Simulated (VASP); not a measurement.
VASP runs on HgTe (space group F-43m) share one base input (LDA (Ceperley-Alder, Perdew-Zunger), plane waves, VASP's LDA PAW potentials (set 64)) and change the settings named in each case.

**KPOINTS**
```
K-points
0
G
  7 7 7
0 0 0
```

File POSCAR:
```
HgTe
1
    0.0000000000     3.3347290000     3.3347290000
    3.3347290000     0.0000000000     3.3347290000
    3.3347290000     3.3347290000     0.0000000000
Hg Te
1 1
Direct
  0.0000000000   0.0000000000   0.0000000000
  0.2500000000   0.2500000000   0.2500000000
```

INCAR:
```
! general
SYSTEM   =  HgTe
PREC     =  Accurate
ENCUT    =  300
LREAL    =  .False.
LASPH    =  .True.

! electronic loop
EDIFF    =  1E-6
NELM     =  100
ALGO     =  Normal
LMAXMIX  =  6

! smearing
ISMEAR   =  0
SIGMA    =  0.136

! ions
ISIF     =  2

! output
LWAVE    =  .False.
LCHARG   =  .False.
```

POTCAR, in this order: Hg Te (LDA.64 set). Program: vasp_std.

```
change                                                                 E(σ→0) (eV/atom)  pressure (GPa)  −TS (eV)
---------------------------------------------------------------------  ----------------  --------------  --------
base run                                                                        -2.4716           -3.92   -0.0008
EDIFF = 1E-09, ENCUT = 420, KPOINTS 10×10×10 Γ-centred mesh                     -2.4740               ?         ?
EDIFF = 1E-04, ENCUT = 210, SIGMA = 0.2, KPOINTS 8×8×8 Γ-centred mesh           -2.4544           -7.93   -0.0012
EDIFF = 1E-03, ENCUT = 240, KPOINTS 2×2×2 Γ-centred mesh                        -1.8596            0.49   -0.0262
ENCUT = 210, KPOINTS 4×4×4 Γ-centred mesh                                       -2.4129           -7.66   -0.0033
ENCUT = 150, ISMEAR = 1, SIGMA = 0.272, KPOINTS 8×8×8 Γ-centred mesh            -1.3830          -78.31    0.0027
KPOINTS 4×4×4 Γ-centred mesh                                                    -2.4332           -3.58   -0.0033
```

Q: What belongs in the gaps?

A: 
- EDIFF = 1E-09, ENCUT = 420, KPOINTS 10×10×10 Γ-centred mesh, pressure (GPa): -3.68
- EDIFF = 1E-09, ENCUT = 420, KPOINTS 10×10×10 Γ-centred mesh, −TS (eV): -0.0004

Energies of different potentials or functionals have different zeros. Unless said otherwise, spin-orbit coupling is left out, though it shifts the bands of the heavy elements here.

Left out are runs that ran out of time, are held back, or changed the cell or the kind of run, fixed moments of cells without a moment, rows past the twelfth, gaps on odd meshes, pressures of charged cells and columns that move by less than the noise.

The structure comes from a computed database's HgTe entry; how it stands against other phases isn't given here. The cell was not relaxed at this level, its lattice was scaled by up to 2.5 %.
